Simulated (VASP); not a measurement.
Data:

```xyz
1
Lattice="0.0000 2.0737 2.0737 2.0737 0.0000 2.0737 2.0737 2.0737 0.0000" Properties=species:S:1:pos:R:3 pbc="T T T"
Ag     0.0000     0.0000     0.0000
```

Computed with PBE GGA, VASP's PBE PAW potentials (set 64) (plane waves; VASP). Settings: PREC = Normal, EDIFF = 1E-5, 400 eV cut-off, 16×16×16 Γ-centred mesh, first-order Methfessel-Paxton smearing of 0.10 eV, potentials Ag.

Problem. Estimate the energy per atom (σ→0), band gap (on the k-mesh) with the smallest direct gap where there is one.

Solution. 
```
Quantity                                                    Result
------------------------  ----------------------------------------
band gap (on the k-mesh)  none (metal, semimetal or under 0.01 eV)
energy per atom (σ→0)                               -2.719 eV/atom
```

Total energies compare only between runs with the same potentials, cut-off and functional.

The compound is Ag in the fcc structure. It was relaxed first.
